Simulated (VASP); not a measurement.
# In2Ni3S2: structure and properties in VASP, part 2 of 2

What structure and properties does r2SCAN give In2Ni3S2, and how near are they to the measured ones? The start is a computed cell from the Materials Project.

VASP 6.6.1; r2SCAN, spin-polarised from a ferromagnetic start; plane waves and PAW (In_d, Ni, S).

So far. Step 3 (Single point with fields (r2SCAN)): In this run the pressure is 0.02 GPa, small enough to go on; single stress components reach 0.03 GPa. Step 4 (Band structure (r2SCAN)): There is no gap at this level.

## 5. Total and projected DOS (r2SCAN)

Here the states are counted by energy and projected on the atoms. The mesh is finer than in the run before.

Contents of INCAR:

```
SYSTEM = In2Ni3S2
PREC = Accurate
ENCUT = 400
EDIFF = 1E-06
NELM = 100
ISMEAR = -5
SIGMA = 0.05
LREAL = .FALSE.
ALGO = Normal
METAGGA = R2SCAN
LASPH = .TRUE.
NBANDS = 58
ISPIN = 2
MAGMOM = 0 0 1 1 1 0 0
LMAXMIX = 4
LORBIT = 11
LWAVE = .FALSE.
LCHARG = .FALSE.
KPAR = 4
NEDOS = 2001
```

Contents of POSCAR:

```
In2Ni3S2
1.0
    2.6834503590      1.5492907871      4.5078474732
   -2.6834503590      1.5492907871      4.5078474732
    0.0000000000     -3.0985815743      4.5078474732
In Ni S
2 3 2
Direct
    0.5000000000      0.5000000000      0.5000000000
    0.0000000000      0.0000000000      0.0000000000
    0.5000000000      0.0000000000      0.0000000000
    0.0000000000      0.5000000000      0.0000000000
    0.0000000000      0.0000000000      0.5000000000
    0.7232349648      0.7232349648      0.7232349648
    0.2767650352      0.2767650352      0.2767650352
```

Contents of KPOINTS:

```
Automatic mesh
0
Gamma
8 8 8
0 0 0
```

PAW data sets: In_d, Ni and S (PBE family, release 64).

Started as:

```
> mpirun -np 4 vasp_std
```

Elapsed: 4.5 min, on 4 MPI ranks of Intel Xeon 6975P-C (Granite Rapids), shared host; peak memory 2.2 GiB.

With tetrahedra the forces and stress of a metal are not exact derivatives of the energy.

Numbers from this step:

```
SCF cycles                                           : 19
irreducible k-points                                 : 65
free energy (TOTEN)                                  : -100.4622 eV
Fermi energy                                         : 8.488 eV
pressure                                             : -0.01361 GPa
moment of the cell, from the last line of the log    : 0 μB
DOS at the Fermi level, one point of the energy grid : 2.686 states/eV/cell
```

The density of states has structure finer than the step of the table below, so its rows give means over 0.5 eV, whole bins alone (the curve runs from -12.0 to 6.54 eV). Peaks (eV: height): total -2.86: 17.1, -2.23: 15.9, -1.66: 23.5, -1.38: 17.0; Ni d -2.86: 13.5, -2.02: 12.9, -1.66: 19.8, -1.38: 14.0; S p -6.16: 1.31, -4.68: 1.51, -4.26: 1.86, -3.98: 3.46; In p -2.86: 0.806, 3.04: 0.739, 4.16: 1.44, 5.00: 1.32; Ni p -4.61: 0.434, -4.26: 0.626, -3.98: 0.957, -1.03: 0.354.

States under -12.0 eV and over 6.5 eV are left out; both spin channels agree and are summed. The density of states by energy, zero at the Fermi level; means over each step; values in states/eV/cell:

```tsv
energy (eV)	total	Ni d	S p	In p	Ni p	In s	Ni s
-9.0	0	0	0	0	0	0	0
-8.5	0.129	0.00171	0.0193	4.3e-4	0.00678	0.0321	0.0156
-8.0	1.98	0.0551	0.274	0.0214	0.0882	0.483	0.241
-7.5	3.39	0.237	0.472	0.0506	0.165	0.816	0.314
-7.0	2.04	0.202	0.427	0.0595	0.0997	0.279	0.195
-6.5	2.29	0.356	0.626	0.0918	0.0699	0.0487	0.252
-6.0	2.63	0.500	0.759	0.0898	0.0849	0.0208	0.253
-5.5	3.50	0.695	0.892	0.118	0.179	0.229	0.230
-5.0	3.82	0.936	0.916	0.0772	0.212	0.379	0.138
-4.5	6.30	2.03	1.41	0.111	0.424	0.514	0.119
-4.0	6.12	2.03	1.62	0.116	0.485	0.254	0.0508
-3.5	2.26	1.34	0.153	0.159	0.0513	0.0948	0.0661
-3.0	8.32	6.27	0.134	0.474	0.173	0.0547	0.109
-2.5	10.5	7.98	0.214	0.441	0.215	0.0476	0.0813
-2.0	10.8	9.15	0.228	0.178	0.143	0.0339	0.0606
-1.5	13.8	11.4	0.722	0.125	0.243	0.0395	0.0360
-1.0	5.68	4.18	0.344	0.141	0.219	0.105	0.0312
-0.5	2.99	2.16	0.166	0.0985	0.0897	0.0865	0.0338
0.0	2.71	1.66	0.256	0.0840	0.0657	0.161	0.0550
0.5	2.97	1.36	0.361	0.155	0.113	0.311	0.0642
1.0	1.66	0.672	0.193	0.120	0.0866	0.166	0.0275
1.5	1.85	0.640	0.189	0.220	0.133	0.0925	0.0200
2.0	2.93	0.940	0.335	0.404	0.171	0.0753	0.0523
2.5	2.70	0.751	0.308	0.430	0.160	0.0815	0.0765
3.0	2.59	0.554	0.256	0.529	0.154	0.0851	0.0741
3.5	1.54	0.240	0.140	0.352	0.0720	0.0781	0.0598
4.0	3.45	0.549	0.375	0.742	0.137	0.0831	0.190
4.5	2.78	0.416	0.227	0.645	0.131	0.0808	0.178
5.0	3.91	0.472	0.300	1.11	0.164	0.0698	0.208
5.5	2.10	0.192	0.113	0.446	0.104	0.0324	0.273
6.0	2.51	0.173	0.122	0.262	0.154	0.0581	0.497
```

The finer mesh and the other smearing move the Fermi level by -0.08 eV from the 5×5×5 run, one measure of the sampling error in the zero of the bands above. Of the states within 0.3 eV of the Fermi level, the largest shares in the PAW spheres are Ni d 60 %, S p 9 % and In s 6 %. The rest lies in smaller channels or between the spheres.

## 6. Zone-centre phonons (r2SCAN)

Zone-centre modes test whether the atoms sit at a minimum within this cell. IBRION = 6 takes the force constants from differences of forces between displaced cells, so the forces must be tight.

Contents of INCAR:

```
SYSTEM = In2Ni3S2
PREC = Accurate
ENCUT = 400
EDIFF = 1E-08
NELM = 100
ISMEAR = 1
SIGMA = 0.2
LREAL = .FALSE.
ALGO = Normal
METAGGA = R2SCAN
LASPH = .TRUE.
NBANDS = 47
ISPIN = 2
MAGMOM = 0 0 1 1 1 0 0
LMAXMIX = 4
LORBIT = 11
LWAVE = .FALSE.
LCHARG = .FALSE.
KPAR = 4
IBRION = 6
NFREE = 2
POTIM = 0.015
ISIF = 2
NSW = 1
```

POSCAR is that of step 5.

Contents of KPOINTS:

```
Automatic mesh
0
Gamma
7 7 7
0 0 0
```

Started as:

```
> mpirun -np 4 vasp_std
```

Elapsed: 72 min, on 4 MPI ranks; peak memory 5.9 GiB.

The magnetic state follows from one typed start and may not be the lowest. The last energy, forces, stress and levels in OUTCAR belong to the last displaced cell, not to the cell of POSCAR.

Numbers from this step:

* bands: 47
* irreducible k-points: 44
* pressure of the cell: -0.04543 GPa
* largest force of the cell: 0.01327 eV/Å

The modes at Γ (shares of kinetic energy by element, %):

```tsv
mode	frequency (cm⁻¹)	symmetry	In %	Ni %	S %
1	-2.5	acoustic	48	39	13
2	-2.5	acoustic	48	39	13
3	-1.4	acoustic	47	39	14
4	58.8	A2u	85	12	3
5	82.3	Eu	86	12	2
6	82.3	Eu	86	12	2
7	130.5	Eu	44	33	22
8	130.5	Eu	44	33	22
9	134.7	A1u	0	100	0
10	137.6	Eu	2	88	10
11	137.6	Eu	2	88	10
12	154.4	A2u	60	23	18
13	215.1	Eu	20	76	4
14	215.1	Eu	20	76	4
15	230.5	A2u	8	80	12
16	298.8	Eg	0	0	100
17	298.8	Eg	0	0	100
18	367.1	Eu	0	52	48
19	367.1	Eu	0	52	48
20	387.3	A1g	0	0	100
21	406.3	A2u	0	46	54
```

Displacements in mode 4 (58.8 cm⁻¹), the largest set to 1:
```
In1  0.00  0.00  1.00
In2  0.00  0.00 -0.33
Ni3 -0.04 -0.03 -0.31
Ni4  0.04 -0.03 -0.31
Ni5  0.00  0.05 -0.31
S6   0.00  0.00 -0.25
S7   0.00  0.00 -0.25
```

Displacements in mode 21 (406.3 cm⁻¹), the largest set to 1:
```
In1  0.00  0.00  0.00
In2  0.00  0.00 -0.01
Ni3  0.37  0.21 -0.36
Ni4 -0.37  0.21 -0.36
Ni5  0.00 -0.43 -0.36
S6   0.00  0.00  1.00
S7   0.00  0.00  1.00
```

The three acoustic modes lie within 2.5 cm⁻¹ of zero, and all others are real. By the characters of their eigenvectors the optical modes sort into (cm⁻¹) Raman active: Eg 299, A1g 387; infrared active: A2u 59, Eu 82, Eu 131, Eu 138, A2u 154, Eu 215, A2u 230, Eu 367, A2u 406; silent: A1u 135. With a centre of inversion no mode is active in both.

## 7. Optical spectrum (r2SCAN)

LOPTICS sums transitions from filled to empty bands. The mesh is finer than in the run before. NBANDS is raised for it.

Contents of INCAR:

```
SYSTEM = In2Ni3S2
PREC = Accurate
ENCUT = 400
EDIFF = 1E-06
NELM = 100
ISMEAR = 0
SIGMA = 0.05
LREAL = .FALSE.
ALGO = Normal
METAGGA = R2SCAN
LASPH = .TRUE.
NBANDS = 90
ISPIN = 2
MAGMOM = 0 0 1 1 1 0 0
LMAXMIX = 4
LORBIT = 11
LWAVE = .FALSE.
LCHARG = .FALSE.
KPAR = 4
LOPTICS = .TRUE.
NEDOS = 1500
CSHIFT = 0.1
```

POSCAR is that of step 6.

Contents of KPOINTS:

```
Automatic mesh
0
Gamma
8 8 8
0 0 0
```

Started as:

```
> mpirun -np 4 vasp_std
```

The job ended after 9.5 min (4 MPI ranks; peak memory 5.3 GiB; 36 min of CPU time).

These are independent-particle spectra without excitons or local fields. Fine structure and low peaks depend on the mesh and on CSHIFT. The intraband (Drude) part is not in this spectrum.

Numbers from this step:

| Item | Value |
| --- | --- |
| SCF cycles | 24 |
| bands | 90 |
| irreducible k-points | 65 |
| free energy (TOTEN) | -100.4621 eV |
| energy at zero smearing | -100.4602 eV |
| Fermi energy | 8.514 eV |
| pressure | -0.04127 GPa |

The imaginary dielectric function has structure finer than the step of the table below, so its rows give means over 0.5 eV, whole bins alone (the curve runs from 0 to 25.0 eV). Peaks (eV: height): xx 0.11: 162; zz 0.11: 145.

Table of imaginary dielectric function by photon energy; means over each step:

```tsv
photon energy (eV)	xx	zz
0.5	84.8	31.6
1.0	18.6	9.32
1.5	12.4	7.25
2.0	13.3	7.40
2.5	11.4	7.00
3.0	10.1	8.99
3.5	10.3	12.4
4.0	7.36	10.0
4.5	5.70	8.14
5.0	4.99	7.94
5.5	5.48	9.06
6.0	6.49	10.7
6.5	6.81	11.3
7.0	5.62	7.86
7.5	4.05	5.63
8.0	3.67	4.40
8.5	3.88	3.62
9.0	3.64	3.32
9.5	3.41	3.43
10.0	2.80	2.76
10.5	2.78	2.53
11.0	2.26	2.27
11.5	2.00	2.00
12.0	1.89	1.66
12.5	1.70	1.46
13.0	1.58	1.31
13.5	1.52	1.30
14.0	1.56	1.23
14.5	1.35	1.22
15.0	1.15	1.15
15.5	1.06	1.06
16.0	0.980	0.975
16.5	1.02	0.866
17.0	0.989	0.940
17.5	0.970	0.897
18.0	0.908	0.806
18.5	0.797	0.749
19.0	0.721	0.711
19.5	0.806	0.725
20.0	0.833	0.724
20.5	0.751	0.674
21.0	0.615	0.522
21.5	0.558	0.479
22.0	0.481	0.398
22.5	0.391	0.363
23.0	0.364	0.341
23.5	0.342	0.323
24.0	0.318	0.314
24.5	0.306	0.279
```

Real dielectric function against photon energy:

```tsv
photon energy (eV)	xx	zz
0	322	253
1	-5.19	6.82
2	4.55	8.22
3	3.21	9.82
4	-0.581	3.08
5	1.00	3.02
6	1.17	1.75
7	-1.28	-3.78
8	-0.287	-2.34
9	-0.335	-1.05
10	-0.699	-1.49
11	-0.745	-1.14
12	-0.544	-1.04
13	-0.362	-0.566
14	-0.362	-0.480
15	-0.273	-0.286
16	-0.0619	-0.242
17	0.0119	-0.0356
18	0.00826	-0.0841
19	0.124	0.0661
20	0.119	0.0992
21	0.0614	0.0246
22	0.0891	0.124
23	0.217	0.230
24	0.311	0.304
```

## 8. Volume scan with r2SCAN

An equation of state needs energies on both sides of the minimum, all on one mesh and cutoff.

INCAR, as its differences from that of step 7:

```diff
@@ -11,3 +11,3 @@
 LASPH = .TRUE.
-NBANDS = 90
+NBANDS = 47
 ISPIN = 2
@@ -19,4 +19,2 @@
 KPAR = 4
-LOPTICS = .TRUE.
-NEDOS = 1500
-CSHIFT = 0.1
+ISIF = 2
```

POSCAR, as its differences from that of step 7:

```diff
@@ -2,5 +2,5 @@
 1.0
-    2.6834503590      1.5492907871      4.5078474732
-   -2.6834503590      1.5492907871      4.5078474732
-    0.0000000000     -3.0985815743      4.5078474732
+    2.6286706951      1.5176637334      4.4158247650
+   -2.6286706951      1.5176637334      4.4158247650
+    0.0000000000     -3.0353274669      4.4158247650
 In Ni S
```

Contents of KPOINTS:

```
Automatic mesh
0
Gamma
5 5 5
0 0 0
```

Started as:

```
> mpirun -np 4 vasp_std
```

Elapsed: 93 s, on 4 MPI ranks; peak memory 1.2 GiB; 5 min of CPU time.

The scan keeps the cell's shape and the fractional positions fixed.

This step gave:

```
SCF cycles              : 17
bands                   : 47
irreducible k-points    : 19
free energy (TOTEN)     : -100.2877 eV
energy at zero smearing : -100.2862 eV
Fermi energy            : 9.452 eV
pressure                : 8.382 GPa
```

Force by atom:

```tsv
atom	x (eV/Å)	y (eV/Å)	z (eV/Å)	size
In1	0.000	0.000	0.000	0.000
In2	0.000	0.000	0.000	0.000
Ni3	0.000	0.000	0.000	0.000
Ni4	0.000	0.000	0.000	0.000
Ni5	0.000	0.000	0.000	0.000
S6	0.000	0.000	-0.915	0.915
S7	0.000	0.000	0.915	0.915
```

The pressure here is 8.38 GPa.

## 9. Volume scan with r2SCAN (run 2)

INCAR is that of step 8.

POSCAR, as its differences from that of step 8:

```diff
@@ -2,5 +2,5 @@
 1.0
-    2.6286706951      1.5176637334      4.4158247650
-   -2.6286706951      1.5176637334      4.4158247650
-    0.0000000000     -3.0353274669      4.4158247650
+    2.6471830705      1.5283518583      4.4469231471
+   -2.6471830705      1.5283518583      4.4469231471
+    0.0000000000     -3.0567037167      4.4469231471
 In Ni S
```

KPOINTS is that of step 8.

Started as:

```
> mpirun -np 4 vasp_std
```

The job ended after 97 s (4 MPI ranks; peak memory 1.2 GiB).

This step gave:

| Item | Value |
| --- | --- |
| free energy (TOTEN) | -100.3877 eV |
| energy at zero smearing | -100.3862 eV |
| Fermi energy | 9.148 eV |
| pressure | 5.261 GPa |

Force by atom:

```tsv
atom	x (eV/Å)	y (eV/Å)	z (eV/Å)	size
In1	0.000	0.000	0.000	0.000
In2	0.000	0.000	0.000	0.000
Ni3	0.000	0.000	0.000	0.000
Ni4	0.000	0.000	0.000	0.000
Ni5	0.000	0.000	0.000	0.000
S6	0.000	0.000	-0.584	0.584
S7	0.000	0.000	0.584	0.584
```

The pressure falls from 8.38 to 5.26 GPa.

The run ends at a pressure of 5.26 GPa, with forces up to 0.58 eV/Å.

## 10. Volume scan with r2SCAN (run 3)

INCAR is that of step 9.

POSCAR, as its differences from that of step 9:

```diff
@@ -2,5 +2,5 @@
 1.0
-    2.6471830705      1.5283518583      4.4469231471
-   -2.6471830705      1.5283518583      4.4469231471
-    0.0000000000     -3.0567037167      4.4469231471
+    2.6654400824      1.5388925490      4.4775925517
+   -2.6654400824      1.5388925490      4.4775925517
+    0.0000000000     -3.0777850982      4.4775925517
 In Ni S
```

KPOINTS is that of step 9.

Started as:

```
> mpirun -np 4 vasp_std
```

Wall time 77 s (4 MPI ranks); peak memory 1.3 GiB.

The pressure falls from 5.26 to 2.48 GPa.

The run ends at a pressure of 2.48 GPa, with forces up to 0.28 eV/Å.

## 11. Volume scan with r2SCAN (run 4)

INCAR is that of step 10.

POSCAR, as its differences from that of step 10:

```diff
@@ -2,5 +2,5 @@
 1.0
-    2.6654400824      1.5388925490      4.4775925517
-   -2.6654400824      1.5388925490      4.4775925517
-    0.0000000000     -3.0777850982      4.4775925517
+    2.6834503590      1.5492907871      4.5078474732
+   -2.6834503590      1.5492907871      4.5078474732
+    0.0000000000     -3.0985815743      4.5078474732
 In Ni S
```

KPOINTS is that of step 10.

Started as:

```
> mpirun -np 4 vasp_std
```

It took 69 s on 4 MPI ranks; peak memory 1.3 GiB; 4.5 min of CPU time.

The pressure falls from 2.48 to 0.02 GPa.

The run ends at a pressure of 0.02 GPa, with forces up to 0.0017 eV/Å.

## 12. Volume scan with r2SCAN (run 5)

INCAR is that of step 11.

POSCAR, as its differences from that of step 11:

```diff
@@ -2,5 +2,5 @@
 1.0
-    2.6834503590      1.5492907871      4.5078474732
-   -2.6834503590      1.5492907871      4.5078474732
-    0.0000000000     -3.0985815743      4.5078474732
+    2.7012220713      1.5595512900      4.5377016378
+   -2.7012220713      1.5595512900      4.5377016378
+    0.0000000000     -3.1191025801      4.5377016378
 In Ni S
```

KPOINTS is that of step 11.

Started as:

```
> mpirun -np 4 vasp_std
```

Run time: 69 s. Hardware: 4 MPI ranks; peak memory 1.3 GiB; 4.5 min of CPU time.

The pressure falls from 0.02 to -2.17 GPa.

The run ends at a pressure of -2.17 GPa, with forces up to 0.26 eV/Å.

## 13. Volume scan with r2SCAN (run 6)

INCAR is that of step 12.

POSCAR, as its differences from that of step 12:

```diff
@@ -2,5 +2,5 @@
 1.0
-    2.7012220713      1.5595512900      4.5377016378
-   -2.7012220713      1.5595512900      4.5377016378
-    0.0000000000     -3.1191025801      4.5377016378
+    2.7187629659      1.5696785302      4.5671680585
+   -2.7187629659      1.5696785302      4.5671680585
+    0.0000000000     -3.1393570605      4.5671680585
 In Ni S
```

KPOINTS is that of step 12.

Started as:

```
> mpirun -np 4 vasp_std
```

Run time: 1.9 min. Hardware: 4 MPI ranks; peak memory 1.3 GiB; 7.5 min of CPU time.

The pressure falls from -2.17 to -4.09 GPa.

The run ends at a pressure of -4.09 GPa, with forces up to 0.50 eV/Å.

## 14. Volume scan with r2SCAN (run 7)

A prediction first. A least-squares parabola for the 6 pressures of evenly scaled cells so far, P = 0.01 -116.5 t +302 t² GPa with t = ln(V/V₁) and V₁ the volume at scale 1, gives -5.75 GPa at t = +0.0583.

INCAR is that of step 13.

POSCAR, as its differences from that of step 13:

```diff
@@ -2,5 +2,5 @@
 1.0
-    2.7187629659      1.5696785302      4.5671680585
-   -2.7187629659      1.5696785302      4.5671680585
-    0.0000000000     -3.1393570605      4.5671680585
+    2.7360803944      1.5796767522      4.5962590852
+   -2.7360803944      1.5796767522      4.5962590852
+    0.0000000000     -3.1593535045      4.5962590852
 In Ni S
```

KPOINTS is that of step 13.

Started as:

```
> mpirun -np 4 vasp_std
```

Wall time 86 s (4 MPI ranks); peak memory 1.3 GiB.

Spin moment in the PAW sphere by atom:

```tsv
atom	spin moment in the PAW sphere (μB)
In1	0.0060
In2	-0.0050
Ni3	0.0600
Ni4	0.0600
Ni5	0.0600
S6	0.0090
S7	0.0090
```

The pressure falls from -4.09 to -5.78 GPa. The parabola predicted -5.75 GPa, +0.03 GPa off.

## 15. Side by side

Times are for 4 MPI ranks of Intel Xeon 6975P-C (Granite Rapids), shared host. The runs compared:

```tsv
no.	volume scale	energy above the lowest point (meV/atom)	pressure (GPa)	time	memory (GiB)
1	0.94	25.81	8.382	93 s	1.2
2	0.96	11.51	5.261	97 s	1.2
3	0.98	3.11	2.484	77 s	1.3
4	1	0	0.02333	69 s	1.3
5	1.02	1.61	-2.169	69 s	1.3
6	1.04	7.31	-4.094	1.9 min	1.3
7	1.06	16.28	-5.778	86 s	1.3
```

## 16. Fit for r2SCAN

This step: Birch-Murnaghan fit, r2SCAN; plane waves and PAW (VASP 6.6.1).

This step runs nothing: it gathers the runs above.

This step gave:

* pressure derivative of the bulk modulus: 5.832
* r.m.s. error of the fit: 5.16e-5 eV/atom
* minimum inside the sampled range: yes
* bulk modulus: 113.1 GPa
* equilibrium volume of the fit: 16.11 Å³/atom

Energy above the fitted minimum against volume:

```tsv
volume (Å³/atom)	energy above the fitted minimum (eV/atom)
15.100	0.0258
15.421	0.0115
15.742	0.00309
16.064	-1.9e-5
16.385	0.00159
16.706	0.00729
17.028	0.0163
```

The fit over cells of fixed shape and fractional positions puts the volume +0.28 % from the relaxed one. At a finite cutoff and mesh the minimum of the energy and the zero of the stress don't quite coincide, and the relaxation stops at a threshold. The atoms bear forces along the scan, since they were held; freeing them would lower the modulus.

## 17. Self-consistent run (r2SCAN) with a changed input

This step: r2SCAN, spin-polarised from a ferromagnetic start; plane waves and PAW (In_d, Ni, S) (VASP 6.6.1).

This run is made with a changed input; what comes of it follows.

INCAR, as its differences from that of step 14:

```diff
@@ -4,5 +4,5 @@
 EDIFF = 1E-06
-NELM = 100
+NELM = 79
 ISMEAR = 0
-SIGMA = 0.05
+SIGMA = 5
 LREAL = .FALSE.
```

POSCAR, as its differences from that of step 14:

```diff
@@ -2,5 +2,5 @@
 1.0
-    2.7360803944      1.5796767522      4.5962590852
-   -2.7360803944      1.5796767522      4.5962590852
-    0.0000000000     -3.1593535045      4.5962590852
+    2.6834503590      1.5492907871      4.5078474732
+   -2.6834503590      1.5492907871      4.5078474732
+    0.0000000000     -3.0985815743      4.5078474732
 In Ni S
```

KPOINTS is that of step 14.

Started as:

```
> mpirun -np 4 vasp_std
```

Run time: 1.8 min. Hardware: 4 MPI ranks; peak memory 1.3 GiB; 7 min of CPU time.

Convergence was reached, but on settings outside the sound range, so the numbers are no properties of the crystal.

Against the sound run on this cell (volume scan with r2SCAN) the energy at zero smearing moves by +23.6 meV an atom and the pressure by +31.58 GPa.

The fault in the input: smearing far too wide (ISMEAR = 0 and SIGMA = 5.0). Lower SIGMA until the entropy term is about 1 meV an atom.

## 18. Summary of results

| Item | Value |
| --- | --- |
| relaxed volume | 16.06 Å³/atom |
| relaxed conventional cell a, b, c | 5.367, 5.367, 13.524 Å; angles 90.0, 90.0, 120.0° |
| space group after relaxing, within 0.02 Å | R-3m (No. 166) |
| moment of the cell (8×8×8 mesh) | 0 μB |
| band gap | none, a metal |
| DOS at the Fermi level | 2.69 states/eV/cell |
| highest zone-centre mode | 406 cm⁻¹ |
| bulk modulus from the fit | 113 GPa |
| volume from the fit | 16.1 Å³/atom |

In words: With r2SCAN, In2Ni3S2 relaxes to 16.06 Å³/atom in space group R-3m, comes out as a metal, loses the moments it was started with and has a bulk modulus of 113 GPa at fixed shape and positions, an upper bound. Band structure (r2SCAN), spin up: Of the bands kept, 3 cross the Fermi level on this path. Band structure (r2SCAN), spin down: Of the bands kept, 3 cross the Fermi level on this path. Zone-centre phonons (r2SCAN): The highest mode in this list at Γ, 406.3 cm⁻¹, has its largest share on S (54 % of the kinetic energy). Spin-orbit coupling is left out, and with elements this heavy it would split and shift bands near the Fermi level. The k-sampling is coarse for a metal, so the Fermi level, moments, pressures and the shape of the cell carry errors. Only the typed magnetic starts were tried, so the magnetic ground state may differ and with it the other results. Modes at Γ alone can't show that the crystal is stable at other wave vectors. No search among competing phases was made, and a listed structure need not be the one stable at ambient conditions. All values are for a static lattice at zero temperature.

Computed beside measured:

| quantity | measured | r2SCAN |
| --- | --- | --- |
| lattice constant a (Å) | 5.37 | 5.367 (-0.1 %) |
| lattice constant c (Å) | 13.53 | 13.524 (-0.0 %) |

Measured values from arxiv:2402.10096 (2024).

How well it matches: The lattice constant a is off by -0.1 %. The lattice constant c matches within 0.05 %. The magnetic state of these runs (with moments in some or all of them) need not be that of the sample, so the match is not graded. Zero-point motion and thermal expansion (measured at up to 300 K) are not in the computed lattice constants.

[Lines on the potential files, build, host, timing and source positions are cut from VASP's logs without a mark.]

[Logs are printed without paths, hosts, clocks, repeated set-up lines and the standing remarks that a program may print on its own settings, such as how far it seeks lower states.]

[Hosts, paths, dates, database ids (printed as entryN), source tags and the programs' standing remarks are cut or masked in the printed files.]

[A measured line is paired with the nearest computed mode of its activity, which favours agreement.]

[In band tables of VASP the shares of atoms and orbitals are scaled to a sum of 1 inside the atoms' spheres.]
